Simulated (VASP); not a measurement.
These are PBE GGA with D3 dispersion (Becke-Johnson damping), VASP's PBE PAW potentials (set 64) (plane waves; VASP) values and carry that method's errors.

Input for VASP

### POSCAR
```
PtSe2
1
    3.7848192646     0.0000000000    -0.0000000000
   -1.8924096323     3.2777498864    -0.0000000000
    0.0000000000    -0.0000000000     4.8387805644
Pt Se
1 2
Direct
  1.0000000000   0.0000000000   1.0000000000
  0.3333330000   0.6666670000   0.2608570066
  0.6666670000   0.3333330000   0.7391429934
```

KPOINTS:
```
Automatic mesh
0
Gamma
8 8 6
0 0 0
```

### INCAR
```
ALGO = Normal   ! blocked Davidson
ISMEAR = 1   ! Methfessel-Paxton
LCHARG = F
LASPH = T
SYSTEM = PtSe2
LMAXMIX = 6   ! l cut-off of mixed one-centre charges
EDIFFG = -0.02   ! ionic stop
ISIF = 3   ! ions, shape and volume
IVDW = 12
ENCUT = 480
LWAVE = F
EDIFF = 1E-6
NELM = 100
IBRION = 2
GGA = PE
NSW = 60
LREAL = F
PREC = Accurate
SIGMA = 0.1
```

POTCAR, in this order: Pt Se (PBE.64 set). Program: vasp_std.

Output

File OUTCAR:
```
 ion  position               nearest neighbor table
   1  0.000  0.000  0.000-   2 2.52   3 2.52   3 2.52   2 2.52   3 2.52   2 2.52
   2  0.333  0.667  0.261-   1 2.52   1 2.52   1 2.52
   3  0.667  0.333  0.739-   1 2.52   1 2.52   1 2.52
  LATTYP: Found a hexagonal cell.
 ALAT       =     3.7848192646
 C/A-ratio  =     1.2784707079
 Subroutine PRICEL returns:
 Original cell was already a primitive cell.
 Subroutine GETGRP returns: Found 12 space group operations
The static configuration has the point symmetry D_3d.
The dynamic configuration has the point symmetry D_3d.
 Subroutine INISYM returns: Found 12 space group operations
 Subroutine IBZKPT returns following result:
 Found     50 irreducible k-points:

 Following reciprocal coordinates:
            Coordinates               Weight
  0.000000  0.000000  0.000000      1.000000
  0.125000  0.000000  0.000000      6.000000
  0.250000  0.000000  0.000000      6.000000
  0.375000  0.000000  0.000000      6.000000
  0.500000  0.000000  0.000000      3.000000
  0.125000  0.125000  0.000000      6.000000
  0.250000  0.125000  0.000000     12.000000
  0.375000  0.125000  0.000000     12.000000
  0.250000  0.250000  0.000000      6.000000
  0.375000  0.250000  0.000000      6.000000
  0.000000  0.000000  0.166667      2.000000
  0.125000  0.000000  0.166667      6.000000
  0.000000  0.125000  0.166667      6.000000
  0.250000  0.000000  0.166667      6.000000
  0.000000  0.250000  0.166667      6.000000
  0.375000  0.000000  0.166667      6.000000
  0.000000  0.375000  0.166667      6.000000
  0.500000  0.000000  0.166667      6.000000
  0.125000  0.125000  0.166667     12.000000
  0.250000  0.125000  0.166667     12.000000
 -0.125000  0.375000  0.166667     12.000000
  0.375000  0.125000  0.166667     12.000000
...
```

### OSZICAR
```
       N       E                     dE             d eps       ncg     rms          rms(c)
DAV:   1     0.107387113784E+03    0.10739E+03   -0.97345E+03  1532   0.120E+03
DAV:   2    -0.106761731711E+02   -0.11806E+03   -0.11568E+03  1955   0.229E+02
DAV:   3    -0.149257180180E+02   -0.42495E+01   -0.42244E+01  1864   0.465E+01
DAV:   4    -0.149549231740E+02   -0.29205E-01   -0.29148E-01  1801   0.422E+00
DAV:   5    -0.149552499346E+02   -0.32676E-03   -0.32675E-03  1885   0.418E-01    0.124E+01
DAV:   6    -0.144340863772E+02    0.52116E+00   -0.51111E+00  1521   0.220E+01    0.777E+00
DAV:   7    -0.142325159197E+02    0.20157E+00   -0.96116E-01  1521   0.104E+01    0.381E+00
DAV:   8    -0.142176200592E+02    0.14896E-01   -0.68566E-02  1570   0.189E+00    0.855E-01
DAV:   9    -0.142139550036E+02    0.36651E-02   -0.11238E-02  1717   0.111E+00    0.186E-01
DAV:  10    -0.142141099257E+02   -0.15492E-03   -0.15229E-03  1675   0.271E-01    0.422E-02
DAV:  11    -0.142141161419E+02   -0.62162E-05   -0.36550E-05  1941   0.523E-02    0.278E-02
DAV:  12    -0.142141182759E+02   -0.21340E-05   -0.92052E-06  1626   0.242E-02    0.454E-03
DAV:  13    -0.142141185843E+02   -0.30850E-06   -0.10493E-06  1289   0.703E-03
   1 F= -.15667774E+02 E0= -.15667786E+02  d E =-.156678E+02
       N       E                     dE             d eps       ncg     rms          rms(c)
DAV:   1    -0.142137386691E+02    0.37961E-03   -0.15600E-01  1500   0.273E+00    0.222E-01
DAV:   2    -0.142130398664E+02    0.69880E-03   -0.74107E-03  1843   0.674E-01    0.106E-01
DAV:   3    -0.142128410438E+02    0.19882E-03   -0.50883E-04  1643   0.176E-01    0.506E-02
DAV:   4    -0.142127961518E+02    0.44892E-04   -0.22927E-04  1738   0.130E-01    0.289E-02
DAV:   5    -0.142127963336E+02   -0.18179E-06   -0.86787E-06  1703   0.251E-02
   2 F= -.15670768E+02 E0= -.15670759E+02  d E =-.299402E-02
       N       E                     dE             d eps       ncg     rms          rms(c)
DAV:   1    -0.142102323481E+02    0.25638E-02   -0.20038E-01  1500   0.310E+00    0.251E-01
DAV:   2    -0.142093402722E+02    0.89208E-03   -0.95147E-03  1850   0.763E-01    0.121E-01
DAV:   3    -0.142090887774E+02    0.25149E-03   -0.65177E-04  1657   0.199E-01    0.573E-02
DAV:   4    -0.142090326730E+02    0.56104E-04   -0.29424E-04  1738   0.147E-01    0.329E-02
DAV:   5    -0.142090330465E+02   -0.37352E-06   -0.11317E-05  1696   0.288E-02    0.167E-02
DAV:   6    -0.142090340423E+02   -0.99577E-06   -0.24933E-06  1170   0.121E-02
   3 F= -.15671911E+02 E0= -.15671895E+02  d E =-.413760E-02
       N       E                     dE             d eps       ncg     rms          rms(c)
DAV:   1    -0.142065476643E+02    0.24854E-02   -0.17158E-01  1514   0.368E+00    0.564E-01
DAV:   2    -0.142002484285E+02    0.62992E-02   -0.36764E-02  1542   0.205E+00    0.320E-01
DAV:   3    -0.141987682946E+02    0.14801E-02   -0.34704E-03  1640   0.652E-01    0.115E-01
DAV:   4    -0.141985070346E+02    0.26126E-03   -0.17449E-03  1528   0.238E-01    0.448E-02
DAV:   5    -0.141985014102E+02    0.56244E-05   -0.57431E-05  1703   0.721E-02    0.345E-02
DAV:   6    -0.141985068593E+02   -0.54491E-05   -0.11465E-05  1752   0.276E-02    0.354E-03
DAV:   7    -0.141985067619E+02    0.97356E-07   -0.59247E-07   890   0.627E-03
   4 F= -.15672079E+02 E0= -.15672058E+02  d E =-.167765E-03
       N       E                     dE             d eps       ncg     rms          rms(c)
DAV:   1    -0.142040442625E+02   -0.55374E-02   -0.26079E-02  1514   0.143E+00    0.220E-01
DAV:   2    -0.142030838131E+02    0.96045E-03   -0.55742E-03  1542   0.807E-01    0.128E-01
DAV:   3    -0.142028566446E+02    0.22717E-03   -0.52724E-04  1640   0.254E-01    0.471E-02
DAV:   4    -0.142028126136E+02    0.44031E-04   -0.26616E-04  1528   0.930E-02    0.176E-02
DAV:   5    -0.142028118842E+02    0.72946E-06   -0.96467E-06  1689   0.290E-02
   5 F= -.15672204E+02 E0= -.15672183E+02  d E =-.292406E-03
       N       E                     dE             d eps       ncg     rms          rms(c)
DAV:   1    -0.142018468797E+02    0.96573E-03   -0.89954E-02  1521   0.214E+00    0.226E-01
DAV:   2    -0.142009263356E+02    0.92054E-03   -0.62364E-03  1584   0.770E-01    0.114E-01
DAV:   3    -0.142007031571E+02    0.22318E-03   -0.51790E-04  1759   0.240E-01    0.496E-02
DAV:   4    -0.142006408399E+02    0.62317E-04   -0.32601E-04  1577   0.120E-01    0.203E-02
DAV:   5    -0.142006416293E+02   -0.78941E-06   -0.19418E-05  1612   0.325E-02    0.104E-02
DAV:   6    -0.142006416839E+02   -0.54578E-07   -0.22117E-06  1248   0.149E-02
   6 F= -.15672663E+02 E0= -.15672644E+02  d E =-.459419E-03
       N       E                     dE             d eps       ncg     rms          rms(c)
DAV:   1    -0.141996538884E+02    0.98774E-03   -0.20317E-01  1521   0.322E+00    0.340E-01
DAV:   2    -0.141975717205E+02    0.20822E-02   -0.14150E-02  1598   0.116E+00    0.170E-01
DAV:   3    -0.141970658391E+02    0.50588E-03   -0.11781E-03  1731   0.360E-01    0.744E-02
DAV:   4    -0.141969258983E+02    0.13994E-03   -0.74039E-04  1584   0.180E-01    0.304E-02
DAV:   5    -0.141969277255E+02   -0.18272E-05   -0.44289E-05  1591   0.493E-02    0.158E-02
DAV:   6    -0.141969279543E+02   -0.22872E-06   -0.52625E-06  1815   0.227E-02
   7 F= -.15672926E+02 E0= -.15672913E+02  d E =-.721858E-03
```

**OUTCAR**
```
------------------------ aborting loop because EDIFF is reached ----------------------------------------
 Edisp (eV)   -1.47600
  FORCE on cell =-STRESS in cart. coord.  units (eV):
  Direction    XX          YY          ZZ          XY          YZ          ZX
  --------------------------------------------------------------------------------------
  Total       0.00483     0.00483     0.00121     0.00000     0.00000     0.00000
  in kB       0.13073     0.13073     0.03286     0.00000     0.00000     0.00000
  external pressure =        0.10 kB  Pullay stress =        0.00 kB
  volume of cell :       59.18
      direct lattice vectors                 reciprocal lattice vectors
     3.772805227  0.000000000 -0.000000000     0.265054764  0.153029428 -0.000000000
    -1.886402613  3.267345422 -0.000000000    -0.000000000  0.306058855 -0.000000000
     0.000000000  0.000000000  4.801143707     0.000000000  0.000000000  0.208283705
 POSITION                                       TOTAL-FORCE (eV/Angst)
 -----------------------------------------------------------------------------------
      0.00000      0.00000     -0.00000         0.000000     -0.000000      0.000000
     -0.00000      2.17823      1.27927         0.000000      0.000000     -0.001022
      1.88640      1.08911      3.52188        -0.000000     -0.000000      0.001022
 -----------------------------------------------------------------------------------
    total drift:                               -0.000000     -0.000000      0.000000
  FREE ENERGIE OF THE ION-ELECTRON SYSTEM (eV)
  ---------------------------------------------------
  free  energy   TOTEN  =       -15.6729256235 eV

  energy  without entropy=      -15.6728873897  energy(sigma->0) =      -15.67291288

 reached required accuracy - stopping structural energy minimisation
```
(Selected blocks of OUTCAR.)

**CONTCAR**
```
PtSe2
   1.00000000000000
     3.7728052266962293    0.0000000000000000   -0.0000000000000000
    -1.8864026133481147    3.2673454219325655   -0.0000000000000000
     0.0000000000000000    0.0000000000000000    4.8011437074436509
  Pt              Se
     1     2
Direct
     0.0000000000000000    0.0000000000000000    0.0000000000000000
     0.3333330000000032    0.6666669999999968    0.2664503744455503
     0.6666669999999968    0.3333330000000032    0.7335496255544496
```

The compound is PtSe2 in the 1T layered structure. This run relaxes it. Symmetry was kept, so distortions that lower it aren't found. The start is the result of an earlier pass.
